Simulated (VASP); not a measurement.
Energy against volume of AlN (zinc blende). Calculation: r2SCAN+rVV10, VASP's PBE PAW potentials (set 64) (plane waves; VASP). Settings: 520 eV cut-off, 10×10×10 Γ-centred mesh, Gaussian smearing of 0.050 eV, potentials Al N.

```
V (Å³/atom)  E (eV/atom)
-----------  -----------
10.070          -9.49003
10.382          -9.49681
10.693          -9.49103
11.005          -9.47441
```

Task: Fit these four points and predict the energy of the run at 9.759 Å³/atom.

Result: A cubic in V^(−2/3), the third-order Birch-Murnaghan form, passes through the four points with V0 = 10.39 Å³/atom and B0 = 214 GPa, and gives -9.4687 eV/atom there. The run gave -9.4688 eV/atom, -0.1 meV/atom from the fit; all five points give B0 = 214 GPa.

The compound is AlN in the zinc blende structure, a metastable form; wurtzite is the usual one. It was relaxed first.
